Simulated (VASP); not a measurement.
Given:

```
PtV
1.0
    2.68627     0.00000     0.00000
    0.00000     2.68627     0.00000
    0.00000     0.00000     3.89258
V Pt
1 1
Cartesian
  1.26733   1.24257   1.97883
  0.07580   0.10056  -0.03254
```

Level of theory: LDA (Ceperley-Alder, Perdew-Zunger), VASP's LDA PAW potentials (set 64) (plane waves; VASP). Run with 300 eV cut-off, 8×8×6 Γ-centred mesh, Gaussian smearing of 0.14 eV, potentials V_sv Pt.

At this cut-off the stress carries a Pulay error, which pulls relaxed volumes low.

**Question.** Give the force on each atom (eV/Å).

**Answer.** 
```tsv
atom	Fx	Fy	Fz
V1	0.656	0.891	-0.571
Pt2	-0.656	-0.891	0.571
```

**Question.** Give the stress tensor in GPa (positive for a compressed cell).

**Answer.** 
```
-8.84   1.51  -2.08
 1.51  -8.55  -2.65
-2.08  -2.65  -4.23
```
The pressure is its mean diagonal, -7.21 GPa.

The structure comes from a computed database's VPt entry; how it stands against other phases isn't given here. The cell was not relaxed at this level, atoms are displaced from their ideal sites. The run is not spin-polarised, so no magnetic state was tried. The electron count is odd and the run is not spin-polarised, which forces a metal.
